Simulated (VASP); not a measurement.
Given:

```yaml
crystal:
  lattice:
    - [0.00000, 2.46016, 2.46016]
    - [2.46016, 0.00000, 2.46016]
    - [2.46016, 2.46016, 0.00000]
  atoms:
    - { symbol: Ga, position: [0.00000, 0.00000, 0.00000] }
    - { symbol: P, position: [0.25000, 0.25000, 0.25000] }
```

Computed with LDA (Ceperley-Alder, Perdew-Zunger), VASP's LDA PAW potentials (set 64) (plane waves; VASP 6.6.1). Run with 500 eV cut-off, 9×9×9 Γ-centred mesh, Gaussian smearing of 0.050 eV, potentials Ga_d P.

**Question.** What does the run give for the energy per atom (σ→0), pressure?

**Answer.** 
```
Property                        Value
---------------------  --------------
energy per atom (σ→0)  -4.706 eV/atom
pressure                    44.91 GPa
```

Only differences to runs with the same potentials and settings are physical.

The compound is GaP in the zinc blende structure. It was relaxed first under an external pressure of 45 GPa.
